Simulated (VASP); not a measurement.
The system is KRh.

```
K Rh
1.0
     3.92662    0.00000    0.00000
     0.00000    3.92662    0.00000
     0.00000    0.00000    3.92662
K Rh
1 1
Direct
  0.00000 0.00000 0.00000
  0.50000 0.50000 0.50000
```

The cell was built by a generator and needn't be a form met in nature.

```yaml
Program: VASP 6.6.1
Task: relaxation of cell and atoms
Functional: PBE
Potentials_or_basis: VASP PAW PBE potentials, release 64 (K_sv, Rh_pv)
Cutoff: 600 eV
k_mesh: 7 × 7 × 7
Occupations: methfessel-paxton, width 0.1 eV
Spin: no spin polarisation
```

At the start: pressure -3.4 GPa; volume 30.27 Å³/atom.

Q: Where does the relaxation end?

A: Over 3 steps the energy falls by 76.6 meV/atom and the volume is 24.37 Å³/atom (-19.5 %); space group Pm-3m (No. 221, to 0.05 Å).

The path:
```csv
step,energy change (eV),largest force (eV/Å),pressure (GPa),volume (Å³)
1,0.0000,0.0000,-3.42,60.54
2,-0.1014,0.0000,-2.45,55.05
3,-0.1532,0.0000,-0.01,48.74
```

Final structure:
```cif
data_structure
_symmetry_space_group_name_H-M 'P 1'
_symmetry_Int_Tables_number 1
_cell_length_a 3.6529
_cell_length_b 3.6529
_cell_length_c 3.6529
_cell_angle_alpha 90.000
_cell_angle_beta 90.000
_cell_angle_gamma 90.000
_cell_volume 48.74
loop_
_atom_site_label
_atom_site_type_symbol
_atom_site_fract_x
_atom_site_fract_y
_atom_site_fract_z
_atom_site_occupancy
K1 K 0.00000 0.00000 0.00000 1
Rh1 Rh 0.50000 0.50000 0.50000 1
```

Caveat: the volume moved by over 15 % at a fixed basis, so the end points are rough.
